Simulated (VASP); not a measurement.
A run of VASP 6.6.1 is set up as follows.

The input INCAR:

```
SYSTEM = TiSnS4
PREC     = Normal         ! precision mode
ENCUT    = 520            ! plane-wave cutoff, eV
EDIFF    = 1E-4           ! SCF threshold, eV
ISMEAR   = 0              ! smearing method
SIGMA    = 0.15           ! smearing width, eV
LREAL    = .False.        ! projectors in reciprocal space
LASPH    = .True.         ! aspherical terms in the spheres
NELM     = 60             ! most SCF steps
ALGO     = Fast           ! electronic algorithm
ISIF     = 3              ! what is computed and relaxed
LWAVE    = .False.        ! write WAVECAR
LCHARG   = .False.        ! write CHGCAR
GGA      = PE             ! functional
IBRION   = 2              ! ionic algorithm
NSW      = 24             ! ionic steps
EDIFFG   = -0.08          ! ionic threshold
```

KPOINTS

```
Automatic mesh
0
Gamma
  4 3 2
  0 0 0
```

Contents of POSCAR:

```
TiSnS4
1.0
    3.8079897600      0.0000000000      0.0000000000
    0.0000000000      5.1337232000      0.0000000000
    0.0000000000      0.0000000000      7.0254912600
Ti Sn S
1 1 4
Direct
    0.0000000000      0.5000000000      0.5000000000
    0.5000000000      0.5000000000      0.0000000000
    0.5000000000      0.2454988400      0.5000000000
    0.5000000000      0.7545011600      0.5000000000
    0.0000000000      0.0000000000      0.8711853200
    0.0000000000      0.0000000000      0.1288146800
```

Potentials or basis: VASP PAW PBE potentials, release 64 (Ti_sv, Sn_d, S).

Launch:

```console
$ cat potpaw_PBE.64/Ti_sv/POTCAR potpaw_PBE.64/Sn_d/POTCAR potpaw_PBE.64/S/POTCAR > POTCAR
$ mpirun -np 1 vasp_std > vasp.out
```

**Question.** What does it give for the relaxed cell?

**Answer.** a = 3.332 Å, b = 5.575 Å, c = 8.125 Å, α = 90.00°, β = 90.00°, γ = 90.00°.

**Question.** Estimate the band gap on the k mesh.

**Answer.** None (metal or under the smearing width).

**Question.** What does it give for the space group after relaxing (to 0.05 Å)?

**Answer.** Pmmm (No. 47).

**Question.** What does it give for the relaxed volume?

**Answer.** 25.16 Å³/atom.

Final structure:
```yaml
crystal:
  lattice:
    - [3.33163, 0.00000, 0.00000]
    - [0.00000, 5.57538, 0.00000]
    - [0.00000, 0.00000, 8.12545]
  atoms:
    - { symbol: Ti, position: [0.00000, 0.50000, 0.50000] }
    - { symbol: Sn, position: [0.50000, 0.50000, 0.00000] }
    - { symbol: S, position: [0.50000, 0.21965, 0.50000] }
    - { symbol: S, position: [0.50000, 0.78035, 0.50000] }
    - { symbol: S, position: [0.00000, 0.00000, 0.87587] }
    - { symbol: S, position: [0.00000, 0.00000, 0.12413] }
```

Caveat: the k mesh is coarse (spacing up to 0.45 Å⁻¹), so the values aren't converged; this functional lacks dispersion, which binds the layers, so the pressure and a relaxed spacing across them are unreliable.
